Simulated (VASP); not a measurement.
Here is the system:

```
TiC
1.0
    3.04497     0.00000     0.00000
   -1.52248     2.63702     0.00000
    0.00000     0.00000     5.36227
Ti C
2 2
Direct
  0.00000   0.00000   0.00000
  0.00000   0.00000   0.50000
  0.33333   0.66667   0.25000
  0.66667   0.33333   0.75000
```

These are r2SCAN meta-GGA, VASP's PBE PAW potentials (set 64) (plane waves; VASP) values and carry that method's errors. Numerical set-up: 520 eV cut-off, 13×13×7 Γ-centred mesh, tetrahedra with Blöchl corrections, potentials Ti_sv C.

The cores are frozen, which limits the accuracy of field gradients.

### Question
Give the principal components of the electric field gradient (V/Å²) and the asymmetry η at each nucleus.

### Answer

```
atom   Vxx   Vyy    Vzz     η
----  ----  ----  -----  ----
Ti1   29.8  29.8  -59.7  0.00
Ti2   29.8  29.8  -59.7  0.00
C3     1.5   1.5   -3.0  0.00
C4     1.5   1.5   -3.0  0.00
```

The structure was generated: TiC was put into the NiAs type type (P6_3/mmc), which need not be its known phase. It was relaxed first, which changed the volume by -33 %.
